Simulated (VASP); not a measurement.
Level of theory: RPBE GGA, VASP's PBE PAW potentials (set 64) (plane waves; VASP).

Input for VASP

KPOINTS:
```
kpoints
0
gamma
15 15 15
0 0 0
```

POSCAR:
```
Rh
1.9380
  0.0000000000   1.0000000000   1.0000000000
  1.0000000000   0.0000000000   1.0000000000
  1.0000000000   1.0000000000   0.0000000000
Rh
1
Direct
  0.0000000000   0.0000000000   0.0000000000
```

**INCAR**
```
! general
SYSTEM  = Rh
PREC    = Accurate
ENCUT   = 400
LREAL   = .FALSE.
LASPH   = .TRUE.

! electronic loop
EDIFF   = 1E-6
NELM    = 100
ALGO    = Normal
LMAXMIX = 4

! smearing
ISMEAR  = 1
SIGMA   = 0.1

! functional
GGA     = RP

! ions
ISIF    = 2

! output
LWAVE   = .FALSE.
LCHARG  = .FALSE.
```

POTCAR, in this order: Rh_pv (PBE.64 set). Program: vasp_std.

The run wrote:

**OSZICAR**
```
       N       E                     dE             d eps       ncg     rms          rms(c)
DAV:   1     0.966802783492E+02    0.96680E+02   -0.82722E+03  2656   0.119E+03
DAV:   2    -0.579269666553E+01   -0.10247E+03   -0.97858E+02  2748   0.341E+02
DAV:   3    -0.705416042950E+01   -0.12615E+01   -0.12568E+01  3039   0.434E+01
DAV:   4    -0.706207225848E+01   -0.79118E-02   -0.79111E-02  2876   0.357E+00
DAV:   5    -0.706219994935E+01   -0.12769E-03   -0.12769E-03  3012   0.421E-01    0.845E+00
DAV:   6    -0.662457418338E+01    0.43763E+00   -0.10806E+00  2730   0.154E+01    0.299E+00
DAV:   7    -0.661315831562E+01    0.11416E-01   -0.14423E-02  2913   0.151E+00    0.153E+00
DAV:   8    -0.661060718437E+01    0.25511E-02   -0.26577E-03  2727   0.795E-01    0.130E-01
DAV:   9    -0.661054532676E+01    0.61858E-04   -0.45818E-05  3018   0.102E-01    0.155E-02
DAV:  10    -0.661054951994E+01   -0.41932E-05   -0.49835E-06  2808   0.323E-02    0.267E-03
DAV:  11    -0.661054954165E+01   -0.21713E-07   -0.16512E-07  1575   0.573E-03
   1 F= -.66105495E+01 E0= -.66105322E+01  d E =-.519946E-04
```

OUTCAR:
```
------------------------ aborting loop because EDIFF is reached ----------------------------------------
  FORCE on cell =-STRESS in cart. coord.  units (eV):
  Direction    XX          YY          ZZ          XY          YZ          ZX
  --------------------------------------------------------------------------------------
  Total       -0.4759325     -0.4759325     -0.4759325      0.0000000     -0.0000000     -0.0000000
  in kB      -52.3798941    -52.3798941    -52.3798941      0.0000000     -0.0000000     -0.0000000
  external PRESSURE =     -52.3798941 kB  Pullay stress =       0.0000000 kB
  volume of cell :       14.56
      direct lattice vectors                 reciprocal lattice vectors
     0.000000000  1.938000000  1.938000000    -0.257997936  0.257997936  0.257997936
     1.938000000  0.000000000  1.938000000     0.257997936 -0.257997936  0.257997936
     1.938000000  1.938000000  0.000000000     0.257997936  0.257997936 -0.257997936
 POSITION                                       TOTAL-FORCE (eV/Angst)
 -----------------------------------------------------------------------------------
      0.00000      0.00000      0.00000         0.000000      0.000000      0.000000
 -----------------------------------------------------------------------------------
    total drift:                                0.000000      0.000000      0.000000
  FREE ENERGIE OF THE ION-ELECTRON SYSTEM (eV)
  ---------------------------------------------------
  free  energy   TOTEN  =        -6.6105495416 eV

  energy  without entropy=       -6.6104975470  energy(sigma->0) =       -6.61053221
```
(Selected blocks of OUTCAR.)

The compound is Rh in the fcc structure. The cell was not relaxed at this level. The run is one of a series of settings (GGA = RP against the base run), some of them coarse on purpose.
